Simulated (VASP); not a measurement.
Consider the following.

```
CELL_PARAMETERS angstrom
     -1.60164     1.60164     1.60164
      1.60164    -1.60164     1.60164
      1.60164     1.60164    -1.60164
ATOMIC_POSITIONS crystal
  Nb 0.00000 0.00000 0.00000
```

All values below come from PBEsol GGA, VASP's PBE PAW potentials (set 64) (plane waves; VASP). Numerical set-up: 520 eV cut-off, 16×16×16 Γ-centred mesh, first-order Methfessel-Paxton smearing of 0.10 eV, potentials Nb_sv.

Task: Give the stress tensor in GPa (positive for a compressed cell).

Result: 
```
12.79   0.00   0.00
 0.00  12.79   0.00
 0.00   0.00  12.79
```
The pressure is its mean diagonal, 12.79 GPa.

The compound is Nb in the bcc structure. This cell is one point of a volume scan, at 0.94 of the reference volume.
